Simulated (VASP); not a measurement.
Computed with optB86b-vdW, VASP's PBE PAW potentials (set 64) (plane waves; VASP).

VASP input:

File POSCAR:
```
CdTe
6.5565240
  0.0000000000   0.4999999868   0.4999999868
  0.4999999868   0.0000000000   0.4999999868
  0.4999999868   0.4999999868   0.0000000000
Cd Te
1 1
Cart
  0.0000000000   0.0000000000   0.0000000000
  0.2499999934   0.2499999934   0.2499999934
```

File KPOINTS:
```
Automatic mesh
0
Gamma
7 7 7
0 0 0
```

### INCAR
```
SYSTEM = CdTe
PREC = Accurate; ENCUT = 520; LREAL = .FALSE.
LASPH = .TRUE.
EDIFF = 1E-7; NELM = 100; ALGO = Normal
LMAXMIX = 4
ISMEAR = 0; SIGMA = 0.05
GGA = MK; LUSE_VDW = .TRUE.; AGGAC = 0.0
PARAM1 = 0.1234; PARAM2 = 1.0
ISIF = 2
LWAVE = .FALSE.; LCHARG = .FALSE.
```

POTCAR, in this order: Cd Te (PBE.64 set). Program: vasp_std.

The resulting files:

**OSZICAR**
```
       N       E                     dE             d eps       ncg     rms          rms(c)
DAV:   1     0.106046711216E+03    0.10605E+03   -0.83117E+03   520   0.118E+03
DAV:   2     0.432674977305E+01   -0.10172E+03   -0.97803E+02   570   0.275E+02
DAV:   3     0.119978342776E+00   -0.42068E+01   -0.41940E+01   625   0.585E+01
DAV:   4     0.770093603508E-01   -0.42969E-01   -0.42963E-01   725   0.523E+00
DAV:   5     0.768984078616E-01   -0.11095E-03   -0.11095E-03   640   0.261E-01    0.525E+00
DAV:   6     0.301706713712E+00    0.22481E+00   -0.49235E-01   565   0.909E+00    0.435E+00
DAV:   7     0.315449652971E+00    0.13743E-01   -0.11406E-01   585   0.247E+00    0.171E+00
DAV:   8     0.314867101028E+00   -0.58255E-03   -0.93102E-03   550   0.134E+00    0.498E-01
DAV:   9     0.314617216825E+00   -0.24988E-03   -0.91410E-04   570   0.351E-01    0.983E-02
DAV:  10     0.314574990933E+00   -0.42226E-04   -0.11260E-04   560   0.118E-01    0.491E-02
DAV:  11     0.314549411363E+00   -0.25580E-04   -0.51094E-05   533   0.549E-02    0.315E-02
DAV:  12     0.314550744600E+00    0.13332E-05   -0.34081E-06   626   0.157E-02    0.158E-02
DAV:  13     0.314550879050E+00    0.13445E-06   -0.31777E-07   545   0.362E-03    0.108E-02
DAV:  14     0.314551014131E+00    0.13508E-06   -0.39942E-07   555   0.469E-03    0.290E-03
DAV:  15     0.314551004593E+00   -0.95372E-08   -0.30650E-08   330   0.179E-03
   1 F= 0.31455100E+00 E0= 0.31455100E+00  d E =-.743202E-13
```

File OUTCAR:
```
------------------------ aborting loop because EDIFF is reached ----------------------------------------
  FORCE on cell =-STRESS in cart. coord.  units (eV):
  Direction    XX          YY          ZZ          XY          YZ          ZX
  --------------------------------------------------------------------------------------
  Total       -0.0036279     -0.0036279     -0.0036279      0.0000000      0.0000000     -0.0000000
  in kB       -0.0824909     -0.0824909     -0.0824909      0.0000000      0.0000000     -0.0000000
  external PRESSURE =      -0.0824909 kB  Pullay stress =       0.0000000 kB
  volume of cell :       70.46
      direct lattice vectors                 reciprocal lattice vectors
     0.000000000  3.278261914  3.278261914    -0.152519845  0.152519845  0.152519845
     3.278261914  0.000000000  3.278261914     0.152519845 -0.152519845  0.152519845
     3.278261914  3.278261914  0.000000000     0.152519845  0.152519845 -0.152519845
  FREE ENERGIE OF THE ION-ELECTRON SYSTEM (eV)
  ---------------------------------------------------
  free  energy   TOTEN  =         0.3145510046 eV

  energy  without entropy=        0.3145510046  energy(sigma->0) =        0.31455100
```
(Selected blocks of OUTCAR.)

The compound is CdTe in the zinc blende structure. It was relaxed first.
